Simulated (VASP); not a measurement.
Here is the system:

```
AsB
1.0
    0.00000     2.41971     2.41971
    2.41971     0.00000     2.41971
    2.41971     2.41971     0.00000
B As
1 1
Direct
  0.00000   0.00000   0.00000
  0.25000   0.25000   0.25000
```

These are revPBE GGA, VASP's PBE PAW potentials (set 64) (plane waves; VASP) values and carry that method's errors. Settings: 520 eV cut-off, Gaussian smearing of 0.050 eV, potentials B As.

Problem. Estimate the band gap (along the path) with the smallest direct gap where there is one.

Solution. 
The band gap (along the path) comes out as 1.24 eV and the smallest direct gap (along the path) is 3.23 eV.

Total energies compare only between runs with the same potentials, cut-off and functional.

The compound is BAs in the zinc blende structure. It was relaxed first.
